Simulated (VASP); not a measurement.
VASP runs on SnS$_{2}$ (space group P-3m1) share one base input (PBE GGA, plane waves, VASP's PBE PAW potentials (set 64)) and change the settings named in each case.

**POSCAR**
```
SnS2
1
    3.6371990000     0.0000000000     0.0000000000
   -1.8186000000     3.1499070000     0.0000000000
    0.0000000000     0.0000000000     6.1659190000
Sn S
1 2
Direct
  0.0000000000   0.0000000000   0.0000000000
  0.3333330000   0.6666670000   0.2346500000
  0.6666670000   0.3333330000   0.7653500000
```

**INCAR**
```
# general
SYSTEM   =  SnS2
PREC     =  Accurate
ENCUT    =  300
LREAL    =  .False.
LASPH    =  .True.   # aspherical one-centre terms

# electronic loop
EDIFF    =  1E-6
NELM     =  100   # most electronic steps
ALGO     =  Normal
LMAXMIX  =  4   # l cut-off of mixed one-centre charges

# smearing
ISMEAR   =  0   # Gaussian
SIGMA    =  0.01   # width (eV)

# functional
GGA      =  PE

# ions
ISIF     =  2   # forces and stress, cell fixed

# output
LWAVE    =  .False.
LCHARG   =  .False.
```

### KPOINTS
```
Automatic mesh
0
Gamma
7 7 4
0 0 0
```

POTCAR, in this order: Sn_d S (PBE.64 set). Program: vasp_std.

```
change                                                                                               E(σ→0) (eV/atom)  pressure (GPa)
---------------------------------------------------------------------------------------------------  ----------------  --------------
base run                                                                                                      -4.3818            4.27
KPOINTS 7×7×4 Γ-centred mesh shifted by (0, 0, 0.5)                                                           -4.3819            4.27
KPOINTS 4×4×2 Γ-centred mesh                                                                                  -4.3586            4.54
EDIFF = 1E-08                                                                                                 -4.3818            4.27
AEXX = 0.25, HFRCUT = -1, ISYM = 3, LHFCALC = .TRUE., PRECFOCK = Fast, KPOINTS 4×4×2 Γ-centred mesh           -5.8985            1.13
IVDW = 11                                                                                                     -4.5672            2.90
```
 Energies of different potentials or functionals have different zeros.  Unless said otherwise, spin-orbit coupling is left out, though it shifts the bands of the heavy elements here. At 300 eV the pressure can carry a Pulay error.

Left out are runs that ran out of time, are held back, or changed the cell or the kind of run, fixed moments of cells without a moment, rows past the twelfth, gaps on odd meshes, pressures of charged cells and columns that move by less than the noise.

The structure comes from a computed database's SnS2 entry; how it stands against other phases isn't given here. The cell was not relaxed at this level, its lattice was scaled by up to 2.5 %.
